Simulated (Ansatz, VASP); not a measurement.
# Cross-check of MgTe2H4Cl2 between VASP and Ansatz, part 2 of 2

Aim: how closely do two programs agree when they are given the same cell, functional and k mesh? The cell is invented: As first built, before any earlier steps moved the atoms (in the runner's words): Te for O in the MgH4Cl2O2 structure of space group C2/m. It may not be a known or stable phase. The two relaxations start from unlike cells of this crystal (the structure described is Ansatz's start), so only their ends are compared.

VASP 6.6.1 and Ansatz 0.2.0.

So far: The starting structure; Ansatz: relaxation of cell and atoms, PBEsol.

## (3) VASP: relaxation of cell and atoms, PBEsol

Level of this step: PBEsol; plane waves and PAW (Mg, H, Cl, Te); invented cell (VASP).

Its own start cell and the same functional, mesh and smearing now go to VASP, with its own data sets.

Lines of VASP's logs that name or quote its potential files are left out, and so is its time.

Contents of INCAR:

```
SYSTEM = MgTe2H4Cl2
PREC = Accurate
ENCUT = 600
EDIFF = 1E-07
NELM = 120
ISMEAR = 0
SIGMA = 0.03
LREAL = .FALSE.
ALGO = Normal
GGA = PS
NBANDS = 25
LORBIT = 11
LWAVE = .FALSE.
LCHARG = .FALSE.
ISIF = 3
IBRION = 2
NSW = 80
EDIFFG = -0.005
LASPH = .TRUE.
GGA_COMPAT = .FALSE.
NELMIN = 4
EFERMI = MIDGAP
KPAR = 2
```

Contents of POSCAR:

```
MgTe2H4Cl2
1.0
    4.1330118783     -5.9056245666      0.4735321198
    4.1330118783      5.9056245666      0.4735321198
   -0.5697044951      0.0000000000      3.7208714493
Mg H Cl Te
1 4 2 2
Direct
    0.0000000000      0.0000000000      0.0000000000
    0.5303196110      0.2530881078      0.7682569770
    0.7469117835      0.4696802803      0.2317430230
    0.4696802803      0.7469117835      0.2317430230
    0.2530881078      0.5303196110      0.7682569770
    0.8057277479      0.8057277479      0.4957879300
    0.1942721433      0.1942721433      0.5042120700
    0.7347598192      0.2652401808      0.0000000000
    0.2652401808      0.7347598192      0.0000000000
```

Contents of KPOINTS:

```
Automatic mesh
0
Gamma
4 4 6
0 0 0
```

PAW data sets: Mg, H, Cl and Te (PBE family, release 64).

The run is started by

```sh
> mpirun -np 2 vasp_std
```

Numbers of over 12 decimals in the logs are rounded to 6 here.

The program printed:

```text
[banner, memory and clock lines left out]
running    2 mpi-ranks, on    1 nodes
 distrk:  each k-point on    1 cores,    2 groups
 distr:  one band on    1 cores,    1 groups

 POSCAR found type information on POSCAR MgH ClTe
 POSCAR found :  4 types and       9 ions
|                                                                             |
|               ----> ADVICE to this user running VASP <----                  |
|                                                                             |
|     You enforced a specific xc type in the INCAR file but a different       |
|     [... a line on the potential file left out ...]
|     I HOPE YOU KNOW WHAT YOU ARE DOING!                                     |
|                                                                             |

 LDA part: xc-table for (Slater+PW92), standard interpolation
 POSCAR, INCAR and KPOINTS ok, starting setup
 FFT: planning ... GRIDC
 FFT: planning ... GRID_SOFT
 FFT: planning ... GRID
 WAVECAR not read
 entering main loop
       N       E                     dE             d eps       ncg     rms          rms(c)
DAV:   1     0.172639073528E+03    0.17264E+03   -0.13177E+04  1700   0.116E+03
DAV:   2    -0.107712514538E+02   -0.18341E+03   -0.17083E+03  2355   0.181E+02
DAV:   3    -0.294550100711E+02   -0.18684E+02   -0.18560E+02  2173   0.634E+01
DAV:   4    -0.297918195007E+02   -0.33681E+00   -0.33659E+00  2119   0.101E+01
DAV:   5    -0.297997167375E+02   -0.78972E-02   -0.78967E-02  2276   0.155E+00    0.122E+01
DAV:   6    -0.290921291692E+02    0.70759E+00   -0.75966E-01  1887   0.411E+00    0.617E+00
DAV:   7    -0.289480463119E+02    0.14408E+00   -0.42274E-01  1999   0.301E+00    0.191E+00
DAV:   8    -0.289404982227E+02    0.75481E-02   -0.32886E-02  2130   0.110E+00    0.872E-01
DAV:   9    -0.289414864210E+02   -0.98820E-03   -0.92270E-03  2052   0.467E-01    0.267E-01
DAV:  10    -0.289416750912E+02   -0.18867E-03   -0.60852E-04  1938   0.127E-01    0.738E-02
DAV:  11    -0.289417509899E+02   -0.75899E-04   -0.12036E-04  1996   0.554E-02    0.204E-02
DAV:  12    -0.289417905637E+02   -0.39574E-04   -0.35646E-05  1953   0.297E-02    0.163E-02
DAV:  13    -0.289417929897E+02   -0.24259E-05   -0.31030E-06  2117   0.947E-03    0.828E-03
DAV:  14    -0.289417936929E+02   -0.70322E-06   -0.17745E-06  1974   0.627E-03    0.256E-03
DAV:  15    -0.289417937230E+02   -0.30158E-07   -0.21913E-07  1995   0.241E-03
   1 F= -.28941794E+02 E0= -.28941794E+02  d E =-.289418E+02
[... from here on, the cycles between the ionic steps are left out ...]
   2 F= -.28941825E+02 E0= -.28941825E+02  d E =-.314362E-04
   3 F= -.28941826E+02 E0= -.28941826E+02  d E =-.322818E-04
   4 F= -.28941847E+02 E0= -.28941847E+02  d E =-.213524E-04
   5 F= -.28941895E+02 E0= -.28941895E+02  d E =-.692171E-04
   6 F= -.28941921E+02 E0= -.28941921E+02  d E =-.946280E-04
   7 F= -.28941923E+02 E0= -.28941923E+02  d E =-.973865E-04
   8 F= -.28941915E+02 E0= -.28941915E+02  d E =-.894142E-04
   9 F= -.28941921E+02 E0= -.28941921E+02  d E =-.950823E-04
  10 F= -.28941922E+02 E0= -.28941922E+02  d E =-.956867E-04
  11 F= -.28941936E+02 E0= -.28941936E+02  d E =-.141179E-04
  12 F= -.28941937E+02 E0= -.28941937E+02  d E =-.156862E-04
  13 F= -.28941939E+02 E0= -.28941939E+02  d E =-.169309E-04
 curvature:  -0.74 expect dE=-0.136E-04 dE for cont linesearch -0.566E-07
 trial: gam= 0.89541 g(F)=  0.107E-04 g(S)=  0.767E-05 ort =-0.132E-05 (trialstep = 0.584E+00)
 search vector abs. value=  0.342E-04
 bond charge predicted
       N       E                     dE             d eps       ncg     rms          rms(c)
DAV:   1    -0.289419491075E+02   -0.10487E-04   -0.38282E-04  1762   0.924E-02    0.145E-02
DAV:   2    -0.289419467731E+02    0.23344E-05   -0.17122E-05  2152   0.225E-02    0.614E-03
DAV:   3    -0.289419455333E+02    0.12398E-05   -0.11508E-06  2092   0.555E-03    0.326E-03
DAV:   4    -0.289419452484E+02    0.28492E-06   -0.75108E-07  2091   0.419E-03    0.111E-03
DAV:   5    -0.289419452768E+02   -0.28431E-07   -0.83430E-08   886   0.149E-03
  14 F= -.28941945E+02 E0= -.28941945E+02  d E =-.665427E-05
 trial-energy change:   -0.000007  1 .order   -0.000007   -0.000010   -0.000004
 step:   0.9614(harm=  0.9614)  dis= 0.00045  next Energy=   -28.941947 (dE=-0.825E-05)
 reached required accuracy - stopping structural energy minimisation
```

OUTCAR, selected parts (step 3):

```text
ion  position               nearest neighbor table
   1  0.000  0.000  0.000-   7 2.45   6 2.45   7 2.51   6 2.51   9 3.13   8 3.13
   2  0.530  0.253  0.768-   8 1.67
   3  0.747  0.470  0.232-   8 1.67
   4  0.470  0.747  0.232-   9 1.67
   5  0.253  0.530  0.768-   9 1.67
   6  0.806  0.806  0.496-   1 2.45   1 2.51
   7  0.194  0.194  0.504-   1 2.45   1 2.51
   8  0.735  0.265  0.000-   3 1.67   2 1.67   1 3.13
   9  0.265  0.735  0.000-   4 1.67   5 1.67   1 3.13

  LATTYP: Found a base centered monoclinic cell.
 ALAT       =     8.3201009260
 B/A-ratio  =     1.4196040695
 C/A-ratio  =     0.4524263225
 COS(beta)  =    -0.0378458550

 Subroutine GETGRP returns: Found  4 space group operations
 (whereof  4 operations were pure point group operations)

The static configuration has the point symmetry C_2h.

 Found     34 irreducible k-points:

   k-points           NKPTS =     34   k-points in BZ     NKDIM =     34   number of bands    NBANDS=     25

   dimension x,y,z NGX =    60 NGY =   60 NGZ =   30
   dimension x,y,z NGXF=   120 NGYF=  120 NGZF=   60

   ENCUT  =  600.0 eV  44.10 Ry    6.64 a.u.  14.43 14.43  7.52*2*pi/ulx,y,z

   NELECT =      32.0000    total number of electrons

 k-points in reciprocal lattice and weights: Automatic mesh
   0.00000000  0.00000000  0.00000000       0.010
   0.25000000  0.00000000  0.00000000       0.042
   0.50000000  0.00000000  0.00000000       0.021
   0.25000000  0.25000000  0.00000000       0.021
   0.50000000  0.25000000  0.00000000       0.042
  -0.25000000  0.25000000  0.00000000       0.021
   0.50000000  0.50000000  0.00000000       0.010
   0.00000000  0.00000000  0.16666667       0.021
   0.25000000 -0.00000000  0.16666667       0.042
[...]
-0.25000000  0.25000000  0.50000000       0.021
   0.50000000  0.50000000  0.50000000       0.010

 average (electrostatic) potential at core
       1 -39.9959       2 -35.0438       3 -35.0438       4 -35.0438       5 -35.0438
       6 -93.7912       7 -93.7912       8 -91.7681       9 -91.7681

 E-fermi :   3.2110

 k-point     1 :       0.0000    0.0000    0.0000
  band No.  band energies     occupation
    ...
     12      -0.6745      2.00000
     13      -0.5596      2.00000
     14      -0.2688      2.00000
     15       1.8380      2.00000
     16       2.6182      2.00000
     17       3.8038      0.00000
     18       4.9823      0.00000
     19       5.5603      0.00000
     20       6.0338      0.00000
     21       6.4295      0.00000
    ...

 k-point     2 :       0.2500    0.0000    0.0000
  band No.  band energies     occupation
    ...
     12      -0.8266      2.00000
     13      -0.7386      2.00000
     14      -0.3496      2.00000
     15       1.8891      2.00000
     16       2.3867      2.00000
     17       4.2013      0.00000
     18       5.0867      0.00000
     19       5.7081      0.00000
     20       6.0763      0.00000
     21       6.8720      0.00000
    ...

 k-point     3 :       0.5000    0.0000    0.0000
  band No.  band energies     occupation
    ...
     12      -1.1267      2.00000
     13      -0.7753      2.00000
     14      -0.3374      2.00000
     15       2.0189      2.00000
     16       2.1097      2.00000
     17       4.5521      0.00000
     18       5.1904      0.00000
     19       6.0838      0.00000
     20       6.1118      0.00000
     21       7.2289      0.00000
    ...

  Total        0.0069680      0.0158168      0.0062550      0.0000000      0.0000000      0.0123125
  in kB        0.0602386      0.1367365      0.0540749      0.0000000      0.0000000      0.1064420
  external PRESSURE =       0.0836833 kB  Pullay stress =       0.0000000 kB

  energy-cutoff  :      600.00
  volume of cell :      185.33
      direct lattice vectors                 reciprocal lattice vectors
     4.132508626 -5.923364307  0.474698807     0.118904650 -0.084411489  0.018170487
     4.132508626  5.923364307  0.474698807     0.118904650  0.084411489  0.018170487
    -0.568517082  0.000000000  3.720281362    -0.030343885  0.000000000  0.264159854

 POSITION                                       TOTAL-FORCE (eV/Angst)
 -----------------------------------------------------------------------------------
      0.00000     -0.00000      0.00000        -0.000000      0.000000     -0.000000
      2.80145     -1.64296      3.23027         0.000757     -0.000513     -0.000534
      4.89505     -1.64296      1.43941        -0.000757     -0.000513      0.000534
      4.89505      1.64296      1.43941        -0.000757      0.000513      0.000534
      2.80145      1.64296      3.23027         0.000757      0.000513     -0.000534
      6.37832      0.00000      2.60955        -0.002481      0.000000     -0.001306
      1.31818      0.00000      2.06013         0.002481      0.000000      0.001306
      4.13251     -2.77934      0.47470         0.000000     -0.003606      0.000000
      4.13251      2.77934      0.47470         0.000000      0.003606      0.000000
 -----------------------------------------------------------------------------------
    total drift:                                0.000979     -0.000000      0.000089

  FREE ENERGIE OF THE ION-ELECTRON SYSTEM (eV)
  ---------------------------------------------------
  free  energy   TOTEN  =       -28.9419452768 eV

  energy  without entropy=      -28.9419452768  energy(sigma->0) =      -28.94194528

 reached required accuracy - stopping structural energy minimisation

 total charge
# of ion       s       p       d       tot
------------------------------------------
    1        0.129   0.114   0.036   0.279
    2        0.486   0.018   0.000   0.504
    3        0.486   0.018   0.000   0.504
    4        0.486   0.018   0.000   0.504
    5        0.486   0.018   0.000   0.504
    6        1.587   3.522   0.000   5.109
    7        1.587   3.522   0.000   5.109
    8        1.351   2.086   0.048   3.485
    9        1.351   2.086   0.048   3.485
--------------------------------------------------
tot          7.949  11.403   0.133  19.484

[... 3 further parts left out ...]
```

CONTCAR:

```
MgTe2H4Cl2
   1.00000000000000
     4.1325086260444257   -5.9233643067323856    0.4746988065179523
     4.1325086260444257    5.9233643067323856    0.4746988065179523
    -0.5685170820674924    0.0000000000000000    3.7202813615654735
  Mg              H               Cl              Te
     1     4     2     2
Direct
     0.0000000000000000    0.0000000000000000    0.0000000000000000
     0.5304856814443293    0.2531169160871734    0.7683000815969349
     0.7468829752128266    0.4695142098556705    0.2316999184030651
     0.4695142098556705    0.7468829752128266    0.2316999184030651
     0.2531169160871734    0.5304856814443293    0.7683000815969349
     0.8058283707162388    0.8058283707162388    0.4957945003355022
     0.1941715204837593    0.1941715204837593    0.5042054996644979
     0.7346081267526096    0.2653918732473904    0.0000000000000000
     0.2653918732473904    0.7346081267526096    0.0000000000000000
```

The gap is read on the k-mesh alone, so it is an upper bound where the band edges lie off the mesh. The PAW data sets were made with PBE, which is usual practice but a small mismatch for other functionals. The run keeps the 4 symmetry operations of its start, so it cannot find a distortion of lower symmetry.

## (4) Side by side

Known differences besides the potentials themselves: the data sets hold 60 valence electrons in Ansatz (on its default PAW (the set named soft_2) files) and 32 in VASP; the cutoff is 420 eV in Ansatz and 600 eV in VASP; Ansatz makes its cores anew for this functional, VASP keeps those of its PBE data sets; Ansatz adds a Pulay correction to the stress that steers its cell, VASP none. Total energies have different zeros and are not compared.

Both answers:

```tsv
quantity	Ansatz	VASP	difference
volume (Å³)	186.09	185.33	+0.41 %
edge a after relaxation, in the typed setting (Å)	7.253	7.238	+0.20 %
edge c after relaxation, in the typed setting (Å)	3.766	3.764	+0.06 %
```

## (5) Summary of results

| Property | Result |
| --- | --- |
| difference in volume (relaxation of cell and atoms, PBEsol) | 0.41 % |

The difference in volume is 0.41 % (relaxation of cell and atoms, PBEsol), within the 1.2 % picked in this series as the mark of a large difference, as far as the stopping tolerances let one tell. The data sets hold unlike numbers of valence electrons (60 in Ansatz and 32 in VASP), so part of the differences comes from the potentials. Such differences can come from data sets, numerical settings and the points named under the comparisons, not from the functional's error against experiment.

[Lines on the potential files, build, host, timing and source positions are cut from VASP's logs without a mark.]

[Logs are printed without paths, hosts, clocks, repeated set-up lines and the standing remarks that a program may print on its own settings, such as how far it seeks lower states.]

[Hosts, paths, dates, database ids (printed as entryN), source tags and the programs' standing remarks are cut or masked in the printed files.]
